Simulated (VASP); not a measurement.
```xyz
2
Lattice="0.0000 2.9961 2.9961 2.9961 0.0000 2.9961 2.9961 2.9961 0.0000" Properties=species:S:1:pos:R:3 pbc="T T T"
Eu     0.0000     0.0000     0.0000
S      2.9961     2.9961     2.9961
```

These are revPBE GGA, VASP's PBE PAW potentials (set 64) (plane waves; VASP 6.6.1) values and carry that method's errors. Numerical set-up: 520 eV cut-off, 8×8×8 Γ-centred mesh, Gaussian smearing of 0.050 eV, potentials Eu_2 S.

The 4f electrons are frozen in the core of the lanthanide potential, so 4f levels, which can set the real gap, and their magnetism are missing.

Question: Predict the energy per atom (σ→0), pressure, band gap (on the k-mesh) with the smallest direct gap where there is one.

Answer: 
```yaml
band gap (on the k-mesh): 2.25 eV
smallest direct gap (on the k-mesh): 2.68 eV
energy per atom (σ→0): -5.028 eV/atom
pressure: -1.46 GPa
```

Total energies compare only between runs with the same potentials, cut-off and functional.

The compound is EuS in the rock salt structure. This cell is one point of a volume scan, at 1.03 of the reference volume.
